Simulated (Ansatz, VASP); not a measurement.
## Mg2TeS: VASP beside Ansatz

Wanted: the spread between two codes on one cell, functional and k mesh. The cell is taken from a series of runs on this material, whose earlier steps may have relaxed, scaled, displaced or heated it; both programs get it as it stands.

Program: Ansatz 0.2.0. Level of theory: plane waves, with VASP 6.6.1 beside it; relaxation of cell and atoms at PBEsol with D4. Results are calculated unless marked as measured.

## 1. Starting point

It takes space group R3m (No. 160, trigonal). The conventional cell has a = 4.229 Å, b = 4.229 Å, c = 20.942 Å, α = 90.00°, β = 90.00°, γ = 120.00°. Nearest to Mg lie 3 S at 2.52 Å and 1 Te at 2.76 Å. Nearest to Mg lie 1 S at 2.43 Å and 3 Te at 2.70 Å. Nearest to Te lie 4 Mg at 2.70 to 2.76 Å. S has 4 Mg at 2.43 to 2.52 Å nearest. Farther neighbours and most contacts between anions are not listed.

## 2. Ansatz: relaxation of cell and atoms, PBEsol with D4

Ansatz runs on its default PAW (the set named soft_2) files.

The relaxed volume is the usual yardstick between codes: in a stiff, nearly cubic crystal its relative difference is about their pressure difference at one cell divided by the bulk modulus.

input.yaml

```yaml
crystal:
  lattice:
    - [2.1144560018, 1.2207817418, 6.9806790455]
    - [-2.1144560018, 1.2207817418, 6.9806790455]
    - [0.0, -2.4415634836, 6.9806790455]
  atoms:
    - { symbol: Mg, position: [0.0095924203, 0.0095924203, 0.0095924203] }
    - { symbol: Mg, position: [0.4893700914, 0.4893700914, 0.4893700914] }
    - { symbol: Te, position: [0.8777453046, 0.8777453046, 0.8777453046] }
    - { symbol: S, position: [0.3732951837, 0.3732951837, 0.3732951837] }
kpoints:
  mp_grid: { grid: [9, 9, 9] }
hamiltonian:
  xc: pbesol
  dispersion: d4
scf:
  occupations: { method: fixed }
output:
  forces: true
  stress: true
  eigenvalues: true
relax:
  adjacent_minimum: "off"
  f_tol: 0.001
  max_steps: 60
  cell: { stress_tol: 0.01 }
```

On the command line:

```bash
$ ansatz run input.yaml --threads 2 --pin off --max-ram 5120MiB --backend cpu --events-out ev --progress --plain --runs-dir out
```

Numbers of over 12 decimals in the logs are rounded to 6 here.

Output:

```text
basis.fft_grid_basis auto: the FFT boxes are laid along the combinations [[1, 0, -1], [0, 1, -1], [0, 0, 1]] of the cell's own vectors, 4.229, 4.229 and 7.395 Å long. The dense box has 30×30×50 points. Along the cell's own vectors, as sized, it would have 50×50×50, 2.78 times as many. Of the 6 symmetry operations that the crystal satisfies within crystal.symmetry.tolerance (time reversal apart; of a slab, those that  [...]
Engine: ansatz 0.2.0, x86_64-unknown-linux-gnu
Pseudopotentials: kind: paw
Pseudopotential: Mg, paw, valence charge 10, recommended cutoff 420 eV (normal), Mg.paw.azcp
Pseudopotential: Te, paw, valence charge 16, recommended cutoff 420 eV (normal), Te.paw.azcp
Pseudopotential: S, paw, valence charge 6, recommended cutoff 420 eV (normal), S.paw.azcp
Functional definition: PBEsol
  exchange = pbesol_x
  correlation = pbesol_c
Crystal: 4 atoms, lattice volume = 108.115 Å³
Basis set: ecut = 420 eV, 2111 PW (Γ), FFT grids on a1−a3, a2−a3, a3, exchange–correlation on 60×60×100 points (8 copies of the dense FFT grid, shifted against one another)
Bands: 26, of which v1, the nominal top of the filled ones, is band 21 counted from 1 (20 counted from 0)
Symmetry: 6 space group operations
Space group: R3m (ITA 160), of the structure as read, at distance tolerance 4.8e-5 Å
k-points: 85 of 729 (time reversal used)
Non-local potential: Mg, projectors of the file, l = 0: 3, l = 1: 2, l = 2: 1
Non-local potential: Te, projectors of the file, l = 0: 2, l = 1: 2, l = 2: 2, l = 3: 2
Non-local potential: S, projectors of the file, l = 0: 2, l = 1: 2, l = 2: 2
PAW form: soft (Blöchl's): semilocal exchange-correlation on the pseudo side does not see the compensation charge
PAW frozen core: Mg, regenerated for the run's functional, and the local potential with it (the file was generated under x = pbe(κ = 0.804, μ = 0.219515), c = pbe(β = 0.066725))
PAW frozen core: Te, regenerated for the run's functional, and the local potential with it (the file was generated under x = pbe(κ = 0.804, μ = 0.219515), c = pbe(β = 0.066725))
PAW frozen core: S, regenerated for the run's functional, and the local potential with it (the file was generated under x = pbe(κ = 0.804, μ = 0.219515), c = pbe(β = 0.066725))
PAW one-centre angular grid: Mg, 110 points (default); XC on 64 Gauss nodes
PAW one-centre angular grid: Te, 590 points (default); XC on 64 Gauss nodes
PAW one-centre angular grid: S, 110 points (default); XC on 64 Gauss nodes
Initial density: superposition of atomic densities (neutral atoms: chi_scale 0, normalization atom), corrected by the library's trained network
Initial wavefunctions: pseudopotential atomic-orbital guess
Functional: x = pbesol(κ = 0.804, μ = 0.123457), c = pbesol(β = 0.046)
SCF iter   1: F=—  HF=-11615.333587 eV  |F-HF|=—  |Δ(HF+E_count)|=         —  Δρ=2.93e-3  dr2=1.71e-2  ethr=1.77e-3  ⟨swp⟩=5.1  Hψ=8521  notcnv=0  defer=253
preconditioner: auto → Resta (q_TF=auto, 2.331 Å⁻¹)  ε∞=3.5  [insulator: Δε(μ)=1.512 eV  Ē_g=9.114 eV  n_scr=28 (ndim 8)  ℏωp=14.3 eV  f_vac=0.049  ε∞_Penn≈3.5]
SCF iter   2: F=—  HF=-11615.326361 eV  |F-HF|=—  |Δ(HF+E_count)|=   7.23e-3  Δρ=1.27e-3  dr2=2.93e-3  ethr=4.08e-5  ⟨swp⟩=2.4  Hψ=3839  notcnv=0  defer=255
SCF iter   3: F=—  HF=-11615.325571 eV  |F-HF|=—  |Δ(HF+E_count)|=   7.90e-4  Δρ=3.48e-4  dr2=1.98e-4  ethr=6.98e-6  ⟨swp⟩=2.7  Hψ=3975  notcnv=0  defer=255
SCF iter   4: F=—  HF=-11615.325564 eV  |F-HF|=—  |Δ(HF+E_count)|=   7.87e-6  Δρ=1.28e-4  dr2=3.39e-5  ethr=4.70e-7  ⟨swp⟩=2.4  Hψ=3557  notcnv=0  defer=255
SCF iter   5: F=—  HF=-11615.325581 eV  |F-HF|=—  |Δ(HF+E_count)|=   1.78e-5  Δρ=3.55e-5  dr2=1.50e-6  ethr=8.08e-8  ⟨swp⟩=2.3  Hψ=3027  notcnv=0  defer=178
SCF iter   6: F=-11615.325583 eV  HF=-11615.325583 eV  |F-HF|=3.46e-8  |Δ(HF+E_count)|=   1.30e-6  Δρ=9.46e-6  dr2=9.30e-8  ethr=2.38e-10  ⟨swp⟩=10.3  Hψ=14968  notcnv=0
SCF 1 converged in 6 iterations: F = -11615.325583 eV  dr2 = 9.30e-8
  greatest PAW one-centre occupation: 1.000 electrons in one spin orbital (limit 2), on the Mg atom at site 1 (counted from 0), in its partial waves of l = 0
relax step   1: F+E_penalty+E_count = -11615.32558264 eV  Δ(F+E_penalty+E_count) = +0.000e0 eV  max|allowed force component| = 8.856e-4 eV/Å  Δτ_max = 0.0000 Å  P = -0.000 GPa  Ω = 108.115 Å³  (6 SCF iters, dr2 threshold 1.00e-7 eV, accepted)
Initial density: handed on by an earlier stage of this run
Initial wavefunctions: pseudopotential atomic-orbital guess (no wavefunctions were taken with the density)
iter 1 solved again at ethr=1.69e-7 eV; its pass at ethr=3.10e-3 eV (dr2=7.11e-5 eV) is discarded
SCF iter   1: F=—  HF=-11615.325567 eV  |F-HF|=—  |Δ(HF+E_count)|=         —  Δρ=9.40e-6  dr2=9.76e-8  ethr=1.69e-7  ⟨swp⟩=3.3  Hψ=14392  notcnv=0  defer=255
preconditioner: auto → Resta (q_TF=auto, 2.331 Å⁻¹)  ε∞=3.4  [insulator: Δε(μ)=1.422 eV  Ē_g=9.139 eV  n_scr=28 (ndim 8)  ℏωp=14.3 eV  f_vac=0.045  ε∞_Penn≈3.4]
SCF iter   2: F=—  HF=-11615.325583 eV  |F-HF|=—  |Δ(HF+E_count)|=   1.54e-5  Δρ=4.63e-6  dr2=2.89e-8  ethr=2.32e-10  ⟨swp⟩=2.9  Hψ=4070  notcnv=0  defer=249
SCF iter   3: F=—  HF=-11615.325583 eV  |F-HF|=—  |Δ(HF+E_count)|=   4.05e-8  Δρ=1.83e-6  dr2=6.80e-9  ethr=6.89e-11  ⟨swp⟩=2.0  Hψ=3784  notcnv=0  defer=249
SCF iter   4: F=—  HF=-11615.325583 eV  |F-HF|=—  |Δ(HF+E_count)|=   1.06e-8  Δρ=6.14e-7  dr2=6.72e-10  ethr=1.62e-11  ⟨swp⟩=2.0  Hψ=2711  notcnv=0  defer=249
SCF iter   5: F=—  HF=-11615.325583 eV  |F-HF|=—  |Δ(HF+E_count)|=  6.40e-10  Δρ=1.31e-7  dr2=2.72e-11  ethr=1.60e-12  ⟨swp⟩=2.0  Hψ=3777  notcnv=0  defer=249
SCF iter   6: F=-11615.325583 eV  HF=-11615.325583 eV  |F-HF|=1.82e-12  |Δ(HF+E_count)|=  2.00e-11  Δρ=3.32e-8  dr2=1.53e-12  ethr=1.00e-12  ⟨swp⟩=11.8  Hψ=14674  notcnv=0
SCF 2 converged in 6 iterations: F = -11615.325583 eV  dr2 = 1.53e-12
relax step   2: F+E_penalty+E_count = -11615.32558268 eV  Δ(F+E_penalty+E_count) = -4.172e-8 eV  max|allowed force component| = 8.801e-4 eV/Å  Δτ_max = 0.0000 Å  P = -0.000 GPa  Ω = 108.115 Å³  stress off target by 4.03e-3 GPa  SCF on the basis re-selected at this cell (its energy is not comparable with the rows above)  (6 SCF iters)
basis re-selected at this cell: Δ(F+E_penalty+E_count) = -4.172e-8 eV, ΔP = +0.000 GPa vs the last step (what re-selecting the basis moved, of the pressure what is left beyond the Pulay correction that the steps carried, after the strain that the cell walked since its last selection, with what the two solves' SCF thresholds leave and, on support functions, any second-order correction that the steps lacked; it is no m [...]
SCF converged after 6 iterations
Free energy (F): -11615.325583 eV
Harris-Foulkes:  -11615.325583 eV  (|F-HF|=1.82e-12)
Internal energy: -11615.325583 eV  (E = F + TS)
E sigma→0 (E₀):  -11615.325583 eV
Fermi energy:    5.045641 eV
--- Per-component energies (eV) ---
  E_band       = -1019.065350
  E_kinetic    = 441.041572
  E_local      = -5200.544060  (includes V_loc(G=0)·N_el)
  E_nonlocal   = -86.476614
  E_hartree    = 2267.207645
  E_xc         = -277.867903
  E_vxc        = -267.328754  (∫ρ·V_xc dr)
  E_paw        = -5732.198555  (= ΣΔE_a)
  E_vpaw       = -440.172603  (= ΣTr[D̂ρ^β])
  E_aug_tail   = -0.000183  (compensation charges beyond the density's cutoff)
  E_ewald      = -3026.443983
  E_disp       = -0.597990  (pairwise vdW)
  E_core_change = 0.554489  (= ΣΔE_core)
  E_smearing   = -0.000000  (= −TS)
  E_closure    = -0.000000  (closes the sum)
  Σ components = -11615.325583   (vs F -11615.325583, Δ=0.00e0)
--- Forces (eV/Å), atoms counted from 1 ---
  atom   1  Mg    -0.00000000     0.00000000     0.00088021
  atom   2  Mg    -0.00000000     0.00000000     0.00071559
  atom   3  Te    -0.00000000     0.00000000    -0.00082048
  atom   4  S      0.00000000    -0.00000000    -0.00077489
  max |Σ_I F_I| component: 4.28e-7 eV/Å
--- Stress (GPa, compression-positive) ---
       -0.002040       0.000000       0.000000
        0.000000      -0.002040      -0.000000
        0.000000       0.000000       0.004026
  P = ⅓ Tr σ = -0.0000 GPa (-0.000 kbar)
--- Band table (eV; the first three rows and the last of 85) ---
  k-point 0: bands = [... 17 lower, 2.9825, 3.9957, 5.0456, 5.0456, 6.4677, 8.8109, 10.5128, 10.5128, ... 1 higher]
  k-point 1: bands = [... 17 lower, 2.9256, 3.9325, 4.3995, 4.9138, 6.9450, 9.3428, 10.0383, 10.5285, ... 1 higher]
  k-point 2: bands = [... 17 lower, 2.7899, 3.2496, 3.7675, 4.6187, 7.7784, 9.1705, 9.8892, 10.5948, ... 1 higher]
  k-point 84: bands = [... 17 lower, 2.9289, 2.9297, 4.4828, 4.8935, 8.0308, 9.4265, 9.8451, 10.4713, ... 1 higher]
--- Relaxed structure (1 steps of the walk, 1 accepted, 1 SCFs on fresh bases) ---
  F+E_penalty+E_count = -11615.32558268 eV   max|allowed force component| = 8.801e-4 eV/Å   (the final SCF, on the basis selected at the relaxed cell)
  cell:  # Å, volume = 108.1149 Å³
    - [2.114456, 1.220782, 6.9806790455]
    - [-2.114456, 1.220782, 6.9806790455]
    - [0.0, -2.441563, 6.9806790455]
  atoms:
    - { symbol: Mg, position: [0.0095924203, 0.0095924203, 0.0095924203] }
    - { symbol: Mg, position: [0.489370, 0.489370, 0.489370] }
    - { symbol: Te, position: [0.8777453046, 0.8777453046, 0.8777453046] }
    - { symbol: S, position: [0.373295, 0.373295, 0.373295] }
```

The column dr2 measures how far the density is from self-consistency, as an energy; F and HF (Harris–Foulkes) agree once it is small.

(Continued in part 2 of 2.)

[Lines on the potential files, build, host, timing and source positions are cut from VASP's logs without a mark.]

[Logs are printed without paths, hosts, clocks, repeated set-up lines and the standing remarks that a program may print on its own settings, such as how far it seeks lower states.]

[Hosts, paths, dates, database ids (printed as entryN), source tags and the programs' standing remarks are cut or masked in the printed files.]
